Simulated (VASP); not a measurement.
InP, 2 atoms in the cell. Symmetry: F-43m, No. 216, cubic system. Conventional cell: a = 5.861 Å, b = 5.861 Å, c = 5.861 Å, α = 90.00°, β = 90.00°, γ = 90.00°. Around In (site symmetry -43m) lie 4 P at 2.54 Å. P (site symmetry -43m) is surrounded by 4 In at 2.54 Å. 

```yaml
Program: VASP 6.6.1
Task: single point
Functional: PBE-based global hybrid
Potentials_or_basis: VASP PAW PBE potentials, release 64 (In_d, P)
Cutoff: 520 eV
k_mesh: 4 × 4 × 4
Occupations: gaussian, width 0.01 eV
Spin: no spin polarisation
Dipole_correction: no
Exchange_at_q_=_0: truncated
Grid_for_exact_exchange_PRECFOCK: Normal
Share_of_exact_exchange: 0.4
Further_INCAR_settings: ALGO = Normal; EDIFF = 1e-06; NBANDS = 16
```

Potentials or basis: VASP PAW PBE potentials, release 64 (In_d, P).

Run with:

```sh
$ cat potpaw_PBE.64/In_d/POTCAR potpaw_PBE.64/P/POTCAR > POTCAR
$ cp INCAR.step1 INCAR
$ mpirun -np 1 vasp_std > vasp.out
$ cp INCAR.step2 INCAR
$ mpirun -np 1 vasp_std > vasp.out
```

Hardware: 1 thread of Intel(R) Xeon(R) Platinum 8375C CPU @ 2.90GHz (Ice Lake), with other jobs on the host.

Problem. How long does it take, and how much memory?

Solution. Run time: 4 min on 1 thread of Intel(R) Xeon(R) Platinum 8375C CPU @ 2.90GHz (Ice Lake), on a shared host, peak memory 0.18 GiB. Counts: scf iterations 10, k points 8.
